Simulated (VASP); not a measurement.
OSZICAR of a VASP run on Pb (fcc):

### OSZICAR
```
       N       E                     dE             d eps       ncg     rms          rms(c)
DAV:   1     0.103606012986E+03    0.10361E+03   -0.75821E+03  1250   0.154E+03
DAV:   2     0.540613117579E+00   -0.10307E+03   -0.10110E+03  1265   0.334E+02
DAV:   3    -0.371405463849E+01   -0.42547E+01   -0.42380E+01  1492   0.816E+01
DAV:   4    -0.380238024072E+01   -0.88326E-01   -0.88312E-01  1483   0.131E+01
DAV:   5    -0.380633346018E+01   -0.39532E-02   -0.39530E-02  1537   0.253E+00    0.110E+00
DAV:   6    -0.287619344575E+01    0.93014E+00   -0.26179E+00  1238   0.258E+01    0.201E-01
DAV:   7    -0.290475271273E+01   -0.28559E-01   -0.24319E-01  1385   0.109E+01    0.299E-01
DAV:   8    -0.292552869390E+01   -0.20776E-01   -0.13257E-01  1232   0.531E+00    0.150E-01
DAV:   9    -0.298206854691E+01   -0.56540E-01   -0.23308E-02  1232   0.215E+00    0.100E-01
DAV:  10    -0.300480285825E+01   -0.22734E-01   -0.28995E-02  1244   0.317E+00    0.713E-02
DAV:  11    -0.300425272831E+01    0.55013E-03   -0.13069E-03  1343   0.672E-01    0.412E-02
DAV:  12    -0.300457347262E+01   -0.32074E-03   -0.61839E-04  1289   0.462E-01    0.184E-02
DAV:  13    -0.300452346762E+01    0.50005E-04   -0.34295E-04  1253   0.320E-01    0.701E-03
DAV:  14    -0.300451704416E+01    0.64235E-05   -0.70500E-06  1456   0.340E-02    0.606E-03
DAV:  15    -0.300451520806E+01    0.18361E-05   -0.98444E-07  1243   0.124E-02    0.494E-03
DAV:  16    -0.300451423861E+01    0.96945E-06   -0.58784E-06  1244   0.311E-02
   1 F= -.30045142E+01 E0= -.30045081E+01  d E =-.300451E+01
       N       E                     dE             d eps       ncg     rms          rms(c)
DAV:   1    -0.308217758340E+01   -0.77662E-01   -0.24505E+00  1457   0.357E+01    0.146E+00
DAV:   2    -0.301521577847E+01    0.66962E-01   -0.12579E-01  1442   0.739E+00    0.545E-01
DAV:   3    -0.300477023594E+01    0.10446E-01   -0.45905E-02  1412   0.453E+00    0.384E-02
DAV:   4    -0.300534970551E+01   -0.57947E-03   -0.19215E-03  1259   0.560E-01    0.235E-02
DAV:   5    -0.300545396607E+01   -0.10426E-03   -0.66142E-05  1387   0.637E-02    0.192E-02
DAV:   6    -0.300543763870E+01    0.16327E-04   -0.52544E-06  1277   0.250E-02    0.174E-02
DAV:   7    -0.300551741664E+01   -0.79778E-04   -0.95394E-05  1268   0.176E-01    0.463E-03
DAV:   8    -0.300552557509E+01   -0.81584E-05   -0.97684E-06  1325   0.566E-02    0.262E-03
DAV:   9    -0.300552642751E+01   -0.85242E-06   -0.36122E-07   769   0.130E-02
   2 F= -.30055264E+01 E0= -.30054778E+01  d E =-.101219E-02
       N       E                     dE             d eps       ncg     rms          rms(c)
DAV:   1    -0.301234751459E+01   -0.68219E-02   -0.20507E-01  1454   0.100E+01    0.432E-01
DAV:   2    -0.300649108282E+01    0.58564E-02   -0.10977E-02  1436   0.222E+00    0.159E-01
DAV:   3    -0.300560426756E+01    0.88682E-03   -0.37794E-03  1412   0.131E+00    0.111E-02
DAV:   4    -0.300568117036E+01   -0.76903E-04   -0.16802E-04  1265   0.162E-01    0.686E-03
DAV:   5    -0.300569705946E+01   -0.15889E-04   -0.64778E-06  1359   0.224E-02    0.534E-03
DAV:   6    -0.300569767759E+01   -0.61813E-06   -0.49090E-07   760   0.806E-03
   3 F= -.30056977E+01 E0= -.30056602E+01  d E =-.118344E-02
       N       E                     dE             d eps       ncg     rms          rms(c)
DAV:   1    -0.300709555585E+01   -0.13985E-02   -0.44232E-02  1454   0.466E+00    0.200E-01
DAV:   2    -0.300582965341E+01    0.12659E-02   -0.23339E-03  1433   0.102E+00    0.743E-02
DAV:   3    -0.300563129297E+01    0.19836E-03   -0.83696E-04  1412   0.624E-01    0.546E-03
DAV:   4    -0.300565362876E+01   -0.22336E-04   -0.38347E-05  1268   0.953E-02    0.305E-03
DAV:   5    -0.300565983896E+01   -0.62102E-05   -0.16563E-06  1295   0.168E-02    0.241E-03
DAV:   6    -0.300565983948E+01   -0.52069E-09   -0.20494E-08   640   0.150E-03
   4 F= -.30056598E+01 E0= -.30056299E+01  d E =-.114560E-02
```

**Question.** Which electronic solver shows in the log?

**Answer.** It is blocked Davidson (ALGO = Normal, or the opening steps of other solvers). The INCAR had ALGO = Normal.

**Question.** Can the final energy be trusted as converged?

**Answer.** Self-consistency was reached. It stopped with EDIFF = 1E-6, NELM = 100, NSW = 60 and EDIFFG = -0.01 after 4 ionic steps (TPSS meta-GGA, plane waves, VASP's PBE PAW potentials (set 64)).

The compound is Pb in the fcc structure. This run relaxes it. Symmetry was kept, so distortions that lower it aren't found.
